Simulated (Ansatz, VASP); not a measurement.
# Two plane-wave programs on NaLiICl

```xyz
4
Lattice="3.7643 0.0000 0.0000 0.0000 3.7643 0.0000 0.0000 0.0000 6.4640" Properties=species:S:1:pos:R:3 pbc="T T T"
Na    1.8822    1.8822    3.2320
Li    0.0000    0.0000    0.0000
I     1.8822    1.8822    0.0000
Cl    0.0000    0.0000    3.2320
```

Change from the starting cell: strain -0.080 along x and y, +0.040 along z, atoms carried along.

Alike in both runs: task single point; functional LDA; k mesh 6 × 6 × 4; occupations gaussian, width 0.05 eV; no spin polarisation.

```csv
,VASP,Ansatz
version,VASP 6.6.1,Ansatz 0.2.0
potentials or method,"VASP PAW LDA potentials, release 64 (Na_pv, Li_sv, I, Cl)","scalar-relativistic, plane waves, PAW"
plane-wave cutoff (eV),520,420
valence electrons in the cell,24,36
```

```csv
,VASP,Ansatz,Ansatz less VASP
gap on the k mesh at the Fermi level (eV),3.85,3.85,-0.002
least direct gap on the mesh (eV),3.88,3.90,+0.019
```

The two sets of potentials don't hold the same shells in valence.

Caveats: spin-orbit coupling is left out, which moves the levels of the heavy elements. A k mesh can miss the band edges.
